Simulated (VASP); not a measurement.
Consider the following.

```xyz
5
Lattice="2.9526 -3.8564 0.0043 2.9526 3.8564 0.0043 -0.0277 0.0000 3.0195" Properties=species:S:1:pos:R:3 pbc="T T T"
V      0.0000     0.0000     0.0000
F      2.9526    -2.1186     0.0043
F      2.9526     2.1186     0.0043
F      1.2052     0.0000     1.5198
F      4.6722     0.0000     1.5084
```

All values below come from PBEsol GGA with spin-orbit coupling, VASP's PBE PAW potentials (set 64) (plane waves; VASP). Numerical set-up: 520 eV cut-off, 4×4×7 Γ-centred mesh, Gaussian smearing of 0.050 eV, potentials V_sv F.

The run has a spin-polarised start. Without a dispersion term in the relaxation, distances and binding between the weakly bound layers, chains or molecules are unreliable, and so is what depends on them.

Task: Give the energies of bands 36 to 49 at the high-symmetry points, in eV from the valence-band maximum.

Result: 
```json
[
 {"band": "36", "Γ": "-3.25", "Y": "-3.68", "M": "-3.73", "A": "-3.90", "V2": "-3.30"},
 {"band": "37", "Γ": "-3.23", "Y": "-3.26", "M": "-3.71", "A": "-3.33", "V2": "-3.25"},
 {"band": "38", "Γ": "-3.18", "Y": "-3.19", "M": "-3.69", "A": "-3.31", "V2": "-3.19"},
 {"band": "39", "Γ": "-3.06", "Y": "-3.12", "M": "-2.99", "A": "-3.25", "V2": "-3.11"},
 {"band": "40", "Γ": "-3.04", "Y": "-3.09", "M": "-2.96", "A": "-3.18", "V2": "-3.09"},
 {"band": "41", "Γ": "-0.17", "Y": "-0.17", "M": "-0.18", "A": "-0.20", "V2": "-0.15"},
 {"band": "42", "Γ": "0.86", "Y": "0.87", "M": "0.77", "A": "0.80", "V2": "0.86"},
 {"band": "43", "Γ": "1.06", "Y": "1.20", "M": "0.89", "A": "1.10", "V2": "1.11"},
 {"band": "44", "Γ": "1.43", "Y": "1.44", "M": "1.30", "A": "1.37", "V2": "1.44"},
 {"band": "45", "Γ": "1.65", "Y": "1.67", "M": "1.47", "A": "1.66", "V2": "1.63"},
 {"band": "46", "Γ": "1.69", "Y": "1.76", "M": "1.92", "A": "1.87", "V2": "1.75"},
 {"band": "47", "Γ": "3.17", "Y": "3.18", "M": "2.38", "A": "2.39", "V2": "3.17"},
 {"band": "48", "Γ": "3.59", "Y": "3.19", "M": "2.84", "A": "2.85", "V2": "3.57"},
 {"band": "49", "Γ": "3.71", "Y": "3.59", "M": "4.04", "A": "3.88", "V2": "3.59"}
]
```

The gap is indirect, 0.77 eV, from the valence maximum at (-0.25, -0.25, 0.29) to the conduction minimum at M.

The structure comes from a computed database's VF4 entry (C2/m); how it stands against other phases isn't given here. It was relaxed first, which changed the volume by +6 %.
